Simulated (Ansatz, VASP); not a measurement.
# WS2 (Tungstenite): VASP beside Ansatz, part 2 of 2

Wanted: the spread between two codes on one cell, functional and k mesh. The cell is taken from a series of runs on this material, whose earlier steps may have relaxed, scaled, displaced or heated it; both programs get it as it stands.

VASP 6.6.1 and Ansatz 0.2.0.

So far: Set-up; Ansatz: single point, LDA, spin-orbit coupling; VASP: single point, LDA, spin-orbit coupling.

## (3) VASP: single point, LDA, spin-orbit coupling (continued)

Level of this step: LDA, spin-orbit coupling, no spin polarisation; plane waves and PAW (W, S) (VASP).

Numbers of over 12 decimals in the logs are rounded to 6 here.

OUTCAR, selected parts (step 3):

```text
ion  position               nearest neighbor table
   1  0.333  0.667  0.250-   4 2.41   6 2.41   4 2.41   6 2.41   4 2.41   6 2.41
   2  0.667  0.333  0.750-   3 2.41   5 2.41   3 2.41   5 2.41   3 2.41   5 2.41
   3  0.333  0.667  0.625-   2 2.41   2 2.41   2 2.41
   4  0.667  0.333  0.125-   1 2.41   1 2.41   1 2.41
   5  0.333  0.667  0.875-   2 2.41   2 2.41   2 2.41
   6  0.667  0.333  0.375-   1 2.41   1 2.41   1 2.41

  LATTYP: Found a hexagonal cell.
 ALAT       =     3.1800000000
 C/A-ratio  =     3.9308176101

 Subroutine GETGRP returns: Found 24 space group operations
 (whereof 12 operations were pure point group operations)

The static configuration has the point symmetry D_3d.
 The point group associated with its full space group is D_6h.

 Found     14 irreducible k-points:

   k-points           NKPTS =     14   k-points in BZ     NKDIM =     14   number of bands    NBANDS=     48

   dimension x,y,z NGX =    28 NGY =   28 NGZ =  100
   dimension x,y,z NGXF=    56 NGYF=   56 NGZF=  200

   ENCUT  =  600.0 eV  44.10 Ry    6.64 a.u.   6.35  6.35 24.97*2*pi/ulx,y,z

   NELECT =      36.0000    total number of electrons

 k-points in reciprocal lattice and weights: Automatic mesh
   0.00000000  0.00000000  0.00000000       0.014
   0.16666667  0.00000000  0.00000000       0.083
   0.33333333  0.00000000  0.00000000       0.083
   0.50000000  0.00000000  0.00000000       0.042
   0.16666667  0.16666667  0.00000000       0.083
   0.33333333  0.16666667  0.00000000       0.167
   0.33333333  0.33333333  0.00000000       0.028
   0.00000000  0.00000000  0.50000000       0.014
   0.16666667  0.00000000  0.50000000       0.083
[...]
0.33333333  0.16666667  0.50000000       0.167
   0.33333333  0.33333333  0.50000000       0.028

 average (electrostatic) potential at core
       1 -40.6511       2 -40.6511       3 -86.5344       4 -86.5344       5 -86.5344
       6 -86.5344

 E-fermi :   6.4099

 k-point     1 :       0.0000    0.0000    0.0000
  band No.  band energies     occupation
    ...
     32       4.4281      1.00000
     33       4.8207      1.00000
     34       4.8207      1.00000
     35       5.9395      1.00000
     36       5.9395      1.00000
     37       8.0912      0.00000
     38       8.0912      0.00000
     39       8.1110      0.00000
     40       8.1111      0.00000
     41       8.1113      0.00000
    ...

 k-point     2 :       0.1667    0.0000    0.0000
  band No.  band energies     occupation
    ...
     32       4.5091      1.00000
     33       4.7431      1.00000
     34       4.7431      1.00000
     35       5.1304      1.00000
     36       5.1304      1.00000
     37       7.4292      0.00000
     38       7.4292      0.00000
     39       7.8577      0.00000
     40       7.8577      0.00000
     41       7.9578      0.00000
    ...

 k-point     3 :       0.3333    0.0000    0.0000
  band No.  band energies     occupation
    ...
     32       3.7825      1.00000
     33       4.0125      1.00000
     34       4.0125      1.00000
     35       4.2406      1.00000
     36       4.2406      1.00000
     37       7.4698      0.00000
     38       7.4698      0.00000
     39       7.7636      0.00000
     40       7.7636      0.00000
     41       7.8897      0.00000
    ...

  Total       -4.5755753     -4.5755753     -3.2010904      0.0000000      0.0000000      0.0000000
  in kB      -66.9670863    -66.9670863    -46.8504358      0.0000000      0.0000000      0.0000000
  external PRESSURE =     -60.2615361 kB  Pullay stress =       0.0000000 kB

  energy-cutoff  :      600.00
  volume of cell :      109.47
      direct lattice vectors                 reciprocal lattice vectors
     3.180000000  0.000000000  0.000000000     0.314465409  0.181556688  0.000000000
    -1.590000000  2.753960784  0.000000000     0.000000000  0.363113377  0.000000000
     0.000000000  0.000000000 12.500000000     0.000000000  0.000000000  0.080000000

 POSITION                                       TOTAL-FORCE (eV/Angst)
 -----------------------------------------------------------------------------------
      0.00000      1.83597      3.12500        -0.000000      0.000000     -0.000000
      1.59000      0.91799      9.37500         0.000000     -0.000000     -0.000000
      0.00000      1.83597      7.81250         0.000000      0.000000      0.388192
      1.59000      0.91799      1.56250        -0.000000     -0.000000      0.388192
      0.00000      1.83597     10.93750        -0.000000      0.000000     -0.388192
      1.59000      0.91799      4.68750         0.000000     -0.000000     -0.388192
 -----------------------------------------------------------------------------------
    total drift:                               -0.000000     -0.000000     -0.000000

  FREE ENERGIE OF THE ION-ELECTRON SYSTEM (eV)
  ---------------------------------------------------
  free  energy   TOTEN  =       -52.9125819030 eV

  energy  without entropy=      -52.9125819030  energy(sigma->0) =      -52.91258190

 Spin-Orbit-Coupling matrix elements
 Ion:    1  E_soc:     -0.3217422
 Ion:    2  E_soc:     -0.3217422
 Ion:    3  E_soc:     -0.0032177
 Ion:    4  E_soc:     -0.0032177
 Ion:    5  E_soc:     -0.0032177
 Ion:    6  E_soc:     -0.0032177

 total charge
# of ion       s       p       d       tot
------------------------------------------
    1        0.561   0.705   4.255   5.521
    2        0.561   0.705   4.255   5.521
    3        1.358   2.345   0.000   3.703
    4        1.358   2.345   0.000   3.703
    5        1.358   2.345   0.000   3.703
    6        1.358   2.345   0.000   3.703
--------------------------------------------------
tot          6.552  10.789   8.511  25.852

 magnetization (x)
# of ion       s       p       d       tot
------------------------------------------
    1        0.000  -0.000   0.000   0.000
    2        0.000  -0.000   0.000   0.000
    3        0.000   0.000   0.000   0.000
    4       -0.000  -0.000   0.000  -0.000
    5       -0.000  -0.000   0.000  -0.000
    6        0.000   0.000   0.000   0.000
--------------------------------------------------
tot         -0.000  -0.000   0.000  -0.000

 magnetization (y)
# of ion       s       p       d       tot
------------------------------------------
    1        0.000  -0.000   0.000   0.000
    2        0.000   0.000   0.000   0.000
    3       -0.000   0.000   0.000  -0.000
    4       -0.000   0.000   0.000  -0.000
    5        0.000   0.000   0.000   0.000
    6        0.000   0.000   0.000   0.000
--------------------------------------------------
tot         -0.000   0.000   0.000  -0.000

 magnetization (z)
# of ion       s       p       d       tot
------------------------------------------
    1        0.000   0.000   0.000   0.000
    2        0.000   0.000   0.000   0.000
    3        0.000   0.000   0.000   0.000
    4        0.000   0.000   0.000   0.000
    5        0.000   0.000   0.000   0.000
    6        0.000   0.000   0.000   0.000
--------------------------------------------------
tot          0.000   0.000   0.000   0.000

[... 3 further parts left out ...]
```

This run has no spin polarisation, so a moment on W, if there is one, isn't seen. The gap is read on the k-mesh alone, so it is an upper bound where the band edges lie off the mesh. The data set W keeps the semicore shell frozen, which is cheaper and a little less accurate.

## (4) Side by side

Known differences besides the potentials themselves: spin-orbit coupling enters by fully relativistic files in Ansatz and inside the spheres in VASP; the data sets hold 52 valence electrons in Ansatz (on its PAW fully relativistic soft_1 files) and 36 in VASP; the cutoff is 420 eV in Ansatz and 600 eV in VASP; VASP's log shows a relativistic correction to its local exchange, Ansatz's none. Total energies have different zeros and are not compared.

The two programs side by side:

| quantity | Ansatz | VASP | difference |
| --- | --- | --- | --- |
| pressure (GPa) | -5.60 | -6.03 | +0.42 |
| gap on the k mesh (eV) | 0.924 | 0.941 | -0.017 |

Forces (eV/Å; atoms numbered as in POSCAR):

| atom | Ansatz x, y, z | VASP x, y, z |
| --- | --- | --- |
| W1 | 0.000, 0.000, 0.000 | 0.000, 0.000, 0.000 |
| W2 | 0.000, 0.000, 0.000 | 0.000, 0.000, 0.000 |
| S3 | 0.000, 0.000, 0.347 | 0.000, 0.000, 0.388 |
| S4 | 0.000, 0.000, 0.347 | 0.000, 0.000, 0.388 |
| S5 | 0.000, 0.000, -0.347 | 0.000, 0.000, -0.388 |
| S6 | 0.000, 0.000, -0.347 | 0.000, 0.000, -0.388 |

The forces differ by 20 meV/Å r.m.s., which is 10.7 % of the r.m.s. force of 0.183 eV/Å (both taken over all components). A gap on the mesh is an upper bound, since the band edges may lie between its points.

## (5) Further runs

Further runs change the set-up of one program: Ansatz's method, potentials or start, or VASP's data sets, cutoff or form of LDA. The table gives Ansatz less VASP for each quantity, since a change that brings one quantity closer may part another.

| run | r.m.s. force difference (meV/Å) | pressure (GPa) | gap on the k mesh (eV) |
| --- | --- | --- | --- |
| as above | 20 | 0.42 | -0.017 |
| VASP with the data sets W_sv and S and a cutoff of 500 eV | 22 | -0.44 | -0.013 |

## (6) Results

* r.m.s. force difference (single point, LDA, spin-orbit coupling): 20 meV/Å

In words: The r.m.s. force difference is 20 meV/Å (single point, LDA, spin-orbit coupling), beyond the 12 meV/Å picked in this series as the mark of a large difference. The data sets hold unlike numbers of valence electrons (52 in Ansatz and 36 in VASP), so part of the differences comes from the potentials. Single point, LDA, spin-orbit coupling, VASP with the data sets W_sv and S and a cutoff of 500 eV: the difference in pressure goes from 0.42 to -0.44 GPa. Such differences can come from data sets, numerical settings and the points named under the comparisons, not from the functional's error against experiment.

[Lines on the potential files, build, host, timing and source positions are cut from VASP's logs without a mark.]

[Logs are printed without paths, hosts, clocks, repeated set-up lines and the standing remarks that a program may print on its own settings, such as how far it seeks lower states.]

[Hosts, paths, dates, database ids (printed as entryN), source tags and the programs' standing remarks are cut or masked in the printed files.]
